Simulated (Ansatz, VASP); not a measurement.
## ScMnS3 in VASP and in Ansatz

Contents of INCAR:

```
ALGO = Normal
EDIFF = 1E-6
ENCUT = 520
GGA = PE
ISIF = 2
ISMEAR = 0
ISPIN = 2
LASPH = True
LCHARG = False
LMAXMIX = 4
LORBIT = 11
LREAL = False
LWAVE = False
MAGMOM = 0 4 0 0 0
NBANDS = 33
NELM = 150
PREC = Accurate
SIGMA = 0.1
```

File KPOINTS:

```
k-points
0
Gamma
  4 4 4
```

Contents of POSCAR:

```
ScMnS3
1.0
    4.6713587000      0.0000000000      0.0000000000
    0.0000000000      4.6713587000      0.0000000000
    0.0000000000      0.0000000000      4.6713587000
Sc Mn S
1 1 3
Direct
    0.5000000000      0.5000000000      0.5000000000
    0.0000000000      0.0000000000      0.0000000000
    0.5000000000      0.0000000000      0.0000000000
    0.0000000000      0.5000000000      0.0000000000
    0.0000000000      0.0000000000      0.5000000000
```

Input for Ansatz:

```yaml
crystal:
  lattice:
    - [4.6713587, 0.0, 0.0]
    - [0.0, 4.6713587, 0.0]
    - [0.0, 0.0, 4.6713587]
  atoms:
    - { symbol: Sc, position: [0.5, 0.5, 0.5] }
    - { symbol: Mn, position: [0.0, 0.0, 0.0], spin: 4.0 }
    - { symbol: S, position: [0.5, 0.0, 0.0] }
    - { symbol: S, position: [0.0, 0.5, 0.0] }
    - { symbol: S, position: [0.0, 0.0, 0.5] }
basis:
  ecutwfc: 420
kpoints:
  mp_grid: { grid: [4, 4, 4] }
hamiltonian:
  xc: pbe
scf:
  occupations: { method: gaussian, width: 0.1 }
  lower_state_search: "off"
output:
  forces: true
  stress: true
  eigenvalues: true
  populations: true
magnetization:
  spin_polarized: true
```

Alike in both runs: task single point; functional PBE; k mesh 4 × 4 × 4; occupations gaussian, width 0.1 eV; collinear spin.

|  | VASP | Ansatz |
| --- | --- | --- |
| version | VASP 6.6.1 | Ansatz 0.2.0 |
| potentials or method | VASP PAW PBE potentials, release 64 (Sc_sv, Mn_pv, S) | scalar-relativistic, plane waves, PAW |
| plane-wave cutoff (eV) | 520 | 420 |
| valence electrons in the cell | 42 | 44 |

```csv
,VASP,Ansatz,Ansatz less VASP
gap on the k mesh at the Fermi level (eV),none,none,-
pressure (GPa),-6.2,-6.1,+0.02
net moment per atom (μB),0.70,0.70,0.000
size of the moment on the site where the two differ most (μB),3.25,3.10,-0.145
```

Site moments also hang on the region over which each program counts them. A gap of «none» marks a metal or a gap that the smearing closes. The two sets of potentials don't hold the same shells in valence.

Caveats: a cell with one magnetic atom can't hold antiferromagnetic order, which such compounds often take; semilocal functionals often make such compounds metallic where correlation or magnetic order opens a gap, which also shifts bond lengths.
